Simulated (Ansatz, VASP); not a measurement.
# BPd3C in two plane-wave programs

Aim: how closely do two programs agree when they are given the same cell, functional and k mesh? The cell is generated by rule, not measured, and may not be a known phase. The cell is taken from a series of runs on this material, whose earlier steps may have relaxed, scaled, displaced or heated it; both programs get it as it stands.

Calculated with Ansatz 0.2.0; plane waves, with VASP 6.6.1 beside it; relaxation of cell and atoms at PBEsol.

**1. Starting point**

It takes space group Pm-3m (No. 221, cubic). The conventional cell has a = 4.006 Å, b = 4.006 Å, c = 4.006 Å, α = 90.00°, β = 90.00°, γ = 90.00°. B has 12 Pd at 2.83 Å nearest. Nearest to Pd lie 2 C at 2.00 Å and 4 B at 2.83 Å and 8 Pd at 2.83 Å. Nearest to C lie 6 Pd at 2.00 Å. Farther neighbours are not listed.

**2. VASP: relaxation of cell and atoms, PBEsol, pair 1**

The relaxed volume is the usual yardstick between codes: in a stiff, nearly cubic crystal its relative difference is about their pressure difference at one cell divided by the bulk modulus.

Lines of VASP's logs that name or quote its potential files are left out, and so is its time.

INCAR

```
SYSTEM = BPd3C
PREC = Accurate
ENCUT = 600
EDIFF = 1E-07
NELM = 120
ISMEAR = 0
SIGMA = 0.1
LREAL = .FALSE.
ALGO = Normal
GGA = PS
NBANDS = 24
LASPH = .TRUE.
LORBIT = 11
LWAVE = .FALSE.
LCHARG = .FALSE.
ISIF = 3
IBRION = 2
NSW = 80
EDIFFG = -0.005
GGA_COMPAT = .FALSE.
NELMIN = 4
KPAR = 2
```

POSCAR

```
BPd3C
1.0
    4.0056610000      0.0000000000      0.0000000000
    0.0000000000      4.0056610000      0.0000000000
    0.0000000000      0.0000000000      4.0056610000
B Pd C
1 3 1
Direct
    0.0000000000      0.0000000000      0.0000000000
    0.0000000000      0.5000000000      0.5000000000
    0.5000000000      0.0000000000      0.5000000000
    0.5000000000      0.5000000000      0.0000000000
    0.5000000000      0.5000000000      0.5000000000
```

KPOINTS

```
Automatic mesh
0
Gamma
8 8 8
0 0 0
```

The projector-augmented-wave data sets are B, Pd and C (PBE family, release 64).

Launch:

```bash
> mpirun -np 2 vasp_std
```

Numbers of over 12 decimals in the logs are rounded to 6 here.

Log:

```text
[banner, memory and clock lines left out]
running    2 mpi-ranks, on    1 nodes
 distrk:  each k-point on    1 cores,    2 groups
 distr:  one band on    1 cores,    1 groups

 POSCAR found type information on POSCAR B PdC
 POSCAR found :  3 types and       5 ions
|                                                                             |
|               ----> ADVICE to this user running VASP <----                  |
|                                                                             |
|     You enforced a specific xc type in the INCAR file but a different       |
|     [... a line on the potential file left out ...]
|     I HOPE YOU KNOW WHAT YOU ARE DOING!                                     |
|                                                                             |

 LDA part: xc-table for (Slater+PW92), standard interpolation
 POSCAR, INCAR and KPOINTS ok, starting setup
 FFT: planning ... GRIDC
 FFT: planning ... GRID_SOFT
 FFT: planning ... GRID
 WAVECAR not read
 entering main loop
       N       E                     dE             d eps       ncg     rms          rms(c)
DAV:   1     0.235974101868E+03    0.23597E+03   -0.20347E+04  1680   0.166E+03
DAV:   2    -0.232455589086E+02   -0.25922E+03   -0.25062E+03  1912   0.340E+02
DAV:   3    -0.327434754711E+02   -0.94979E+01   -0.93297E+01  1968   0.659E+01
DAV:   4    -0.328748222316E+02   -0.13135E+00   -0.13120E+00  2040   0.816E+00
DAV:   5    -0.328764972034E+02   -0.16750E-02   -0.16749E-02  2040   0.911E-01    0.269E+01
DAV:   6    -0.304186095536E+02    0.24579E+01   -0.15523E+01  2048   0.307E+01    0.110E+01
DAV:   7    -0.300774644861E+02    0.34115E+00   -0.19825E+00  1928   0.123E+01    0.784E+00
DAV:   8    -0.300398492047E+02    0.37615E-01   -0.28728E-01  2032   0.347E+00    0.189E+00
DAV:   9    -0.300213048542E+02    0.18544E-01   -0.48350E-02  1944   0.118E+00    0.316E-01
DAV:  10    -0.300200832142E+02    0.12216E-02   -0.89682E-03  1896   0.541E-01    0.183E-01
DAV:  11    -0.300199489631E+02    0.13425E-03   -0.13680E-03  1984   0.225E-01    0.594E-02
DAV:  12    -0.300199133898E+02    0.35573E-04   -0.13939E-04  1944   0.588E-02    0.247E-02
DAV:  13    -0.300199133025E+02    0.87278E-07   -0.12762E-05  2056   0.225E-02    0.366E-03
DAV:  14    -0.300199130686E+02    0.23399E-06   -0.77955E-07  1936   0.587E-03    0.117E-03
DAV:  15    -0.300199130505E+02    0.18088E-07   -0.31517E-08  1160   0.154E-03
   1 F= -.30019913E+02 E0= -.30010309E+02  d E =-.300199E+02
 curvature:   0.00 expect dE= 0.000E+00 dE for cont linesearch  0.000E+00
 trial: gam= 0.00000 g(F)=  0.000E+00 g(S)=  0.182E-03 ort = 0.000E+00 (trialstep = 0.100E+01)
 search vector abs. value=  0.182E-03
 bond charge predicted
       N       E                     dE             d eps       ncg     rms          rms(c)
DAV:   1    -0.300221926641E+02   -0.22796E-02   -0.36280E-02  1808   0.172E+00    0.346E-01
DAV:   2    -0.300204090542E+02    0.17836E-02   -0.12835E-02  1952   0.987E-01    0.159E-01
DAV:   3    -0.300199208406E+02    0.48821E-03   -0.13982E-03  1952   0.270E-01    0.672E-02
DAV:   4    -0.300198894423E+02    0.31398E-04   -0.19040E-04  1944   0.711E-02    0.356E-02
DAV:   5    -0.300198881929E+02    0.12494E-05   -0.14219E-05  1944   0.273E-02    0.149E-02
DAV:   6    -0.300198900860E+02   -0.18931E-05   -0.42146E-06  1888   0.126E-02    0.320E-03
DAV:   7    -0.300198902246E+02   -0.13852E-06   -0.59471E-07  1816   0.426E-03    0.789E-04
DAV:   8    -0.300198902379E+02   -0.13396E-07   -0.54016E-08   992   0.137E-03
   2 F= -.30019890E+02 E0= -.30010330E+02  d E =0.228125E-04
 trial-energy change:    0.000023  1 .order    0.000027   -0.000182    0.000235
 step:   0.4496(harm=  0.4365)  dis= 0.00000  next Energy=   -30.019954 (dE=-0.413E-04)
 bond charge predicted
       N       E                     dE             d eps       ncg     rms          rms(c)
DAV:   1    -0.300206547842E+02   -0.76456E-03   -0.10994E-02  1776   0.947E-01    0.189E-01
DAV:   2    -0.300201186968E+02    0.53609E-03   -0.38593E-03  1952   0.542E-01    0.879E-02
DAV:   3    -0.300199695130E+02    0.14918E-03   -0.41240E-04  1960   0.147E-01    0.376E-02
DAV:   4    -0.300199570508E+02    0.12462E-04   -0.58754E-05  1928   0.398E-02    0.201E-02
DAV:   5    -0.300199551596E+02    0.18912E-05   -0.44004E-06  1952   0.150E-02    0.837E-03
DAV:   6    -0.300199544158E+02    0.74378E-06   -0.12589E-06  1896   0.696E-03    0.178E-03
DAV:   7    -0.300199542227E+02    0.19316E-06   -0.15741E-07  1440   0.217E-03    0.455E-04
DAV:   8    -0.300199542254E+02   -0.27676E-08   -0.23509E-08   872   0.842E-04
   3 F= -.30019954E+02 E0= -.30010370E+02  d E =-.411750E-04
 curvature:  -0.22 expect dE=-0.294E-07 dE for cont linesearch -0.294E-07
 trial: gam= 0.00000 g(F)=  0.490E-66 g(S)=  0.135E-06 ort =-0.496E-05 (trialstep = 0.890E+00)
 search vector abs. value=  0.135E-06
 reached required accuracy - stopping structural energy minimisation
```

Parts of OUTCAR (step 2):

```text
ion  position               nearest neighbor table
   1  0.000  0.000  0.000-
   2  0.000  0.500  0.500-   5 2.00   5 2.00   3 2.83   4 2.83   3 2.83   3 2.83   4 2.83   4 2.83
                             4 2.83   3 2.83
   3  0.500  0.000  0.500-   5 2.00   5 2.00   2 2.83   4 2.83   2 2.83   4 2.83   4 2.83   4 2.83
                             2 2.83   2 2.83
   4  0.500  0.500  0.000-   5 2.00   5 2.00   2 2.83   2 2.83   3 2.83   3 2.83   3 2.83   3 2.83
                             2 2.83   2 2.83
   5  0.500  0.500  0.500-   2 2.00   3 2.00   4 2.00   4 2.00   3 2.00   2 2.00

  LATTYP: Found a simple cubic cell.
 ALAT       =     4.0056610000

 Subroutine GETGRP returns: Found 48 space group operations
 (whereof 48 operations were pure point group operations)

The static configuration has the point symmetry O_h .

 Found     35 irreducible k-points:

   k-points           NKPTS =     35   k-points in BZ     NKDIM =     35   number of bands    NBANDS=     24

   dimension x,y,z NGX =    32 NGY =   32 NGZ =   32
   dimension x,y,z NGXF=    64 NGYF=   64 NGZF=   64

   ENCUT  =  600.0 eV  44.10 Ry    6.64 a.u.   8.00  8.00  8.00*2*pi/ulx,y,z

   NELECT =      37.0000    total number of electrons

 k-points in reciprocal lattice and weights: Automatic mesh
   0.00000000  0.00000000  0.00000000       0.002
   0.12500000  0.00000000  0.00000000       0.012
   0.25000000  0.00000000  0.00000000       0.012
   0.37500000  0.00000000  0.00000000       0.012
   0.50000000  0.00000000  0.00000000       0.006
   0.12500000  0.12500000  0.00000000       0.023
   0.25000000  0.12500000  0.00000000       0.047
   0.37500000  0.12500000  0.00000000       0.047
   0.50000000  0.12500000  0.00000000       0.023
[...]
0.50000000  0.50000000  0.37500000       0.012
   0.50000000  0.50000000  0.50000000       0.002

 average (electrostatic) potential at core
       1 -26.3728       2 -72.4314       3 -72.4314       4 -72.4314       5 -47.6638

 E-fermi :   8.5409

 k-point     1 :       0.0000    0.0000    0.0000
  band No.  band energies     occupation
    ...
     15       6.1207      2.00000
     16       7.4833      2.00000
     17       7.4833      2.00000
     18       7.4833      2.00000
     19       7.6394      2.00000
     20       9.2980      0.00000
     21       9.2980      0.00000
     22       9.2980      0.00000
     23       9.4159      0.00000
     24      15.5322      0.00000

 k-point     2 :       0.1250    0.0000    0.0000
  band No.  band energies     occupation
    ...
     15       6.2826      2.00000
     16       7.4835      2.00000
     17       7.5403      2.00000
     18       7.6708      2.00000
     19       7.6708      2.00000
     20       8.8825      0.00000
     21       9.5021      0.00000
     22       9.5021      0.00000
     23      10.1640      0.00000
     24      15.5723      0.00000

 k-point     3 :       0.2500    0.0000    0.0000
  band No.  band energies     occupation
    ...
     15       6.0953      2.00000
     16       7.2612      2.00000
     17       7.4840      2.00000
     18       8.1130      2.00000
     19       8.1130      2.00000
     20       9.0631      0.00000
     21      10.0002      0.00000
     22      10.0002      0.00000
     23      10.7871      0.00000
     24      15.7103      0.00000

  Total        0.0021576      0.0021576      0.0021576      0.0000000      0.0000000      0.0000000
  in kB        0.0538408      0.0538408      0.0538408      0.0000000      0.0000000      0.0000000
  external PRESSURE =       0.0538408 kB  Pullay stress =       0.0000000 kB

  energy-cutoff  :      600.00
  volume of cell :       64.21
      direct lattice vectors                 reciprocal lattice vectors
     4.004282076  0.000000000 -0.000000000     0.249732656  0.000000000 -0.000000000
    -0.000000000  4.004282076  0.000000000    -0.000000000  0.249732656  0.000000000
     0.000000000  0.000000000  4.004282076     0.000000000 -0.000000000  0.249732656

 POSITION                                       TOTAL-FORCE (eV/Angst)
 -----------------------------------------------------------------------------------
      0.00000      0.00000      0.00000        -0.000000      0.000000      0.000000
      0.00000      2.00214      2.00214         0.000000      0.000000      0.000000
      2.00214      0.00000      2.00214        -0.000000      0.000000      0.000000
      2.00214      2.00214      0.00000        -0.000000      0.000000      0.000000
      2.00214      2.00214      2.00214         0.000000      0.000000      0.000000
 -----------------------------------------------------------------------------------
    total drift:                                0.000000     -0.000000     -0.000000

  FREE ENERGIE OF THE ION-ELECTRON SYSTEM (eV)
  ---------------------------------------------------
  free  energy   TOTEN  =       -30.0199542254 eV

  energy  without entropy=      -30.0007856486  energy(sigma->0) =      -30.01036994

 reached required accuracy - stopping structural energy minimisation

 total charge
# of ion       s       p       d       tot
------------------------------------------
    1        0.687   0.620   0.000   1.307
    2        0.451   0.637   8.594   9.681
    3        0.451   0.637   8.594   9.681
    4        0.451   0.637   8.594   9.681
    5        0.885   1.501   0.000   2.385
--------------------------------------------------
tot          2.925   4.031  25.781  32.737

[... 3 further parts left out ...]
```

CONTCAR:

```
BPd3C
   1.00000000000000
     4.0042820760068203    0.0000000000000000   -0.0000000000000000
    -0.0000000000000000    4.0042820760068203    0.0000000000000000
     0.0000000000000000    0.0000000000000000    4.0042820760068203
  B               Pd              C
     1     3     1
Direct
     0.0000000000000000    0.0000000000000000    0.0000000000000000
     0.0000000000000000    0.5000000000000000    0.5000000000000000
     0.5000000000000000    0.0000000000000000    0.5000000000000000
     0.5000000000000000    0.5000000000000000    0.0000000000000000
     0.5000000000000000    0.5000000000000000    0.5000000000000000
```

**3. Ansatz: relaxation of cell and atoms, PBEsol, pair 1**

Ansatz runs on its default PAW (the set named soft_2) files.

The same cell, functional, mesh and smearing now go to Ansatz, which takes its cutoff from its data sets.

input.yaml

```yaml
crystal:
  lattice:
    - [4.0056605855, 0.0, 0.0]
    - [0.0, 4.0056605855, 0.0]
    - [0.0, 0.0, 4.0056605855]
  atoms:
    - { symbol: B, position: [0.0, 0.0, 0.0] }
    - { symbol: Pd, position: [0.0, 0.5, 0.5] }
    - { symbol: Pd, position: [0.5, 0.0, 0.5] }
    - { symbol: Pd, position: [0.5, 0.5, 0.0] }
    - { symbol: C, position: [0.5, 0.5, 0.5] }
kpoints:
  mp_grid: { grid: [8, 8, 8] }
hamiltonian:
  xc: pbesol
scf:
  occupations: { method: gaussian, width: 0.1 }
output:
  forces: true
  stress: true
  eigenvalues: true
relax:
  adjacent_minimum: "off"
  f_tol: 0.005
  max_steps: 80
  cell: { stress_tol: 0.05 }
```

Launch:

```bash
> ansatz run input.yaml --threads 8 --pin off --max-ram 14336MiB --backend cpu --events-out ev --progress --plain --runs-dir out
```

Log:

```text
Engine: ansatz 0.2.0, aarch64-unknown-linux-gnu
Pseudopotentials: kind: paw
Pseudopotential: B, paw, valence charge 3, recommended cutoff 420 eV (normal), B.paw.azcp
Pseudopotential: Pd, paw, valence charge 18, recommended cutoff 420 eV (normal), Pd.paw.azcp
Pseudopotential: C, paw, valence charge 4, recommended cutoff 420 eV (normal), C.paw.azcp
Functional definition: PBEsol
  exchange = pbesol_x
  correlation = pbesol_c
Crystal: 5 atoms, lattice volume = 64.272 Å³
Basis set: ecut = 420 eV, 1237 PW (Γ), exchange–correlation on 54×54×54 points (8 copies of the dense FFT grid, shifted against one another)
Bands: 37, of which v1, the nominal top of the filled ones, is band 31 counted from 1 (30 counted from 0)
Symmetry: 48 space group operations
Space group: Pm-3m (ITA 221), of the structure as read, at distance tolerance 4.0e-5 Å
k-points: 35 of 512
Non-local potential: B, projectors of the file, l = 0: 2, l = 1: 2, l = 2: 1
Non-local potential: Pd, projectors of the file, l = 0: 2, l = 1: 2, l = 2: 2, l = 3: 1
Non-local potential: C, projectors of the file, l = 0: 2, l = 1: 2, l = 2: 1
PAW form: soft (Blöchl's): semilocal exchange-correlation on the pseudo side does not see the compensation charge
PAW frozen core: B, regenerated for the run's functional, and the local potential with it (the file was generated under x = pbe(κ = 0.804, μ = 0.219515), c = pbe(β = 0.066725))
PAW frozen core: Pd, regenerated for the run's functional, and the local potential with it (the file was generated under x = pbe(κ = 0.804, μ = 0.219515), c = pbe(β = 0.066725))
PAW frozen core: C, regenerated for the run's functional, and the local potential with it (the file was generated under x = pbe(κ = 0.804, μ = 0.219515), c = pbe(β = 0.066725))
PAW one-centre angular grid: B, 110 points (default); XC on 64 Gauss nodes
PAW one-centre angular grid: Pd, 590 points (default); XC on 64 Gauss nodes
PAW one-centre angular grid: C, 110 points (default); XC on 64 Gauss nodes
Initial density: superposition of atomic densities (neutral atoms: chi_scale 0, normalization atom), corrected by the library's trained network
Initial wavefunctions: pseudopotential atomic-orbital guess
Functional: x = pbesol(κ = 0.804, μ = 0.123457), c = pbesol(β = 0.046)
SCF iter   1: F=—  HF=-21114.778572 eV  |F-HF|=—  |Δ(HF+E_count)|=         —  Δρ=1.20e-2  dr2=1.15e-1  ethr=1.77e-3  ⟨swp⟩=5.3  Hψ=4915  notcnv=0
preconditioner: auto → Kerker (q_TF=auto, 2.705 Å⁻¹)  [metal: Δε(μ)=0.051 eV  Ē_g=7.845 eV  σ=0.100 eV  W_gap=0.28  n_scr=18 (ndim 8)  ℏωp=28.2 eV  f_vac=0.000  D(μ)=3.18/eV (n_scr^D=26)]
SCF iter   2: F=—  HF=-21114.759299 eV  |F-HF|=—  |Δ(HF+E_count)|=   1.93e-2  Δρ=6.69e-3  dr2=3.96e-2  ethr=1.89e-4  ⟨swp⟩=1.0  Hψ=1575  notcnv=0
SCF iter   3: F=—  HF=-21114.749592 eV  |F-HF|=—  |Δ(HF+E_count)|=   9.71e-3  Δρ=7.60e-4  dr2=2.51e-4  ethr=6.48e-5  ⟨swp⟩=2.0  Hψ=1949  notcnv=0
SCF iter   4: F=—  HF=-21114.749544 eV  |F-HF|=—  |Δ(HF+E_count)|=   4.72e-5  Δρ=2.64e-4  dr2=4.91e-5  ethr=4.11e-7  ⟨swp⟩=2.2  Hψ=2026  notcnv=0
SCF iter   5: F=—  HF=-21114.749477 eV  |F-HF|=—  |Δ(HF+E_count)|=   6.73e-5  Δρ=5.50e-5  dr2=1.59e-6  ethr=8.04e-8  ⟨swp⟩=2.3  Hψ=1815  notcnv=0
SCF iter   6: F=—  HF=-21114.749477 eV  |F-HF|=—  |Δ(HF+E_count)|=   7.16e-9  Δρ=1.46e-5  dr2=1.96e-7  ethr=1.64e-10  ⟨swp⟩=8.0  Hψ=5228  notcnv=0
SCF iter   7: F=-21114.749477 eV  HF=-21114.749477 eV  |F-HF|=6.11e-10  |Δ(HF+E_count)|=   1.90e-8  Δρ=3.17e-6  dr2=5.80e-9  ethr=1.64e-10  ⟨swp⟩=4.1  Hψ=3867  notcnv=0
SCF 1 converged in 7 iterations: F = -21114.749477 eV  dr2 = 5.80e-9
  greatest PAW one-centre occupation: 0.999 electrons in one spin orbital (limit 2), on the Pd atom at site 1 (counted from 0), in its partial waves of l = 0
relax step   1: F+E_penalty+E_count = -21114.74947697 eV  Δ(F+E_penalty+E_count) = +0.000e0 eV  max|allowed force component| = 4.585e-29 eV/Å  Δτ_max = 0.0000 Å  P = -0.206 GPa  Ω = 64.272 Å³  (7 SCF iters, dr2 threshold 1.00e-7 eV, accepted)
[...]
relax step   2: F+E_penalty+E_count = -21114.74958927 eV  Δ(F+E_penalty+E_count) = -1.123e-4 eV  max|allowed force component| = 1.245e-29 eV/Å  Δτ_max = 0.0000 Å  P = +0.011 GPa  Ω = 64.201 Å³  energy of the carried Pulay correction = +6.894e-5 eV  (6 SCF iters, dr2 threshold 1.06e-7 eV, accepted)
[...]
relax step   3: F+E_penalty+E_count = -21114.74951760 eV  Δ(F+E_penalty+E_count) = +7.166e-5 eV  max|allowed force component| = 2.774e-29 eV/Å  Δτ_max = 0.0000 Å  P = +0.011 GPa  Ω = 64.201 Å³  stress off target by 1.07e-2 GPa  SCF on the basis re-selected at this cell (its energy is not comparable with the rows above)  (8 SCF iters)
basis re-selected at this cell: Δ(F+E_penalty+E_count) = +7.166e-5 eV, ΔP = -0.000 GPa vs the last step (what re-selecting the basis moved, of the pressure what is left beyond the Pulay correction that the steps carried, after the strain that the cell walked since its last selection, with what the two solves' SCF thresholds leave and, on support functions, any second-order correction that the steps lacked; it is no m [...]
SCF converged after 8 iterations
Free energy (F): -21114.749518 eV
Harris-Foulkes:  -21114.749518 eV  (|F-HF|=0.00e0)
Internal energy: -21114.729866 eV  (E = F + TS)
E sigma→0 (E₀):  -21114.739692 eV
Entropy (-TS):   -0.019652 eV (-3.930 meV/atom)
Fermi energy:    16.120945 eV
--- Per-component energies (eV) ---
  E_band       = -595.898683
  E_kinetic    = 1664.909631
  E_local      = -6973.228040  (includes V_loc(G=0)·N_el)
  E_nonlocal   = 699.139439
  E_hartree    = 2868.185469
  E_xc         = -578.715582
  E_vxc        = -725.814469  (∫ρ·V_xc dr)
  E_paw        = -11224.919515  (= ΣΔE_a)
  E_vpaw       = -997.276820  (= ΣTr[D̂ρ^β])
  E_aug_tail   = 0.000638  (compensation charges beyond the density's cutoff)
  E_ewald      = -7571.045290
  E_core_change = 0.943384  (= ΣΔE_core)
  E_smearing   = -0.019652  (= −TS)
  E_closure    = 0.000000  (closes the sum)
  Σ components = -21114.749518   (vs F -21114.749518, Δ=0.00e0)
--- Forces (eV/Å), atoms counted from 1 ---
  atom   1  B      0.00000000     0.00000000     0.00000000
  atom   2  Pd    -0.00000000    -0.00000000    -0.00000000
  atom   3  Pd     0.00000000     0.00000000    -0.00000000
  atom   4  Pd    -0.00000000     0.00000000    -0.00000000
  atom   5  C     -0.00000000    -0.00000000    -0.00000000
  max |Σ_I F_I| component: 7.58e-30 eV/Å
--- Stress (GPa, compression-positive) ---
        0.010673       0.000000       0.000000
        0.000000       0.010673      -0.000000
        0.000000      -0.000000       0.010673
  P = ⅓ Tr σ = 0.0107 GPa (0.107 kbar)
--- Band table (eV; the first three rows and the last of 35) ---
  k-point 0: bands = [... 27 lower, 15.0613, 15.0613, 15.0613, 15.1991, 16.8751, 16.8751, 16.8751, 17.0013, ... 2 higher]
  k-point 1: bands = [... 27 lower, 15.0614, 15.1000, 15.2520, 15.2520, 16.4667, 17.0784, 17.0784, 17.7476, ... 2 higher]
  k-point 2: bands = [... 27 lower, 14.8209, 15.0620, 15.7000, 15.7000, 16.6502, 17.5750, 17.5750, 18.3745, ... 2 higher]
  k-point 34: bands = [... 27 lower, 14.1541, 14.9730, 14.9730, 14.9730, 15.5599, 18.4898, 18.4898, 18.4898, ... 2 higher]
--- Relaxed structure (2 steps of the walk, 2 accepted, 1 SCFs on fresh bases) ---
  F+E_penalty+E_count = -21114.74951760 eV   max|allowed force component| = 2.774e-29 eV/Å   (the final SCF, on the basis selected at the relaxed cell)
  cell:  # Å, volume = 64.2008 Å³
    - [4.004178, 0, 0]
    - [0, 4.004178, 0.0]
    - [0, 0.0, 4.004178]
  atoms:
    - { symbol: B, position: [0, 0, 0] }
    - { symbol: Pd, position: [0, 0.5, 0.5] }
    - { symbol: Pd, position: [0.5, 0, 0.5] }
    - { symbol: Pd, position: [0.5, 0.5, 0] }
    - { symbol: C, position: [0.5, 0.5, 0.5] }
```

In the SCF lines HF is the Harris–Foulkes energy and dr2 the Hartree energy of the density residual, in eV; the loop may stop once dr2 is under the threshold and the program's other checks hold. Hψ counts applications of the Hamiltonian.

(Part 1 of 2 ends here.)

[Lines on the potential files, build, host, timing and source positions are cut from VASP's logs without a mark.]

[Logs are printed without paths, hosts, clocks, repeated set-up lines and the standing remarks that a program may print on its own settings, such as how far it seeks lower states.]

[Hosts, paths, dates, database ids (printed as entryN), source tags and the programs' standing remarks are cut or masked in the printed files.]
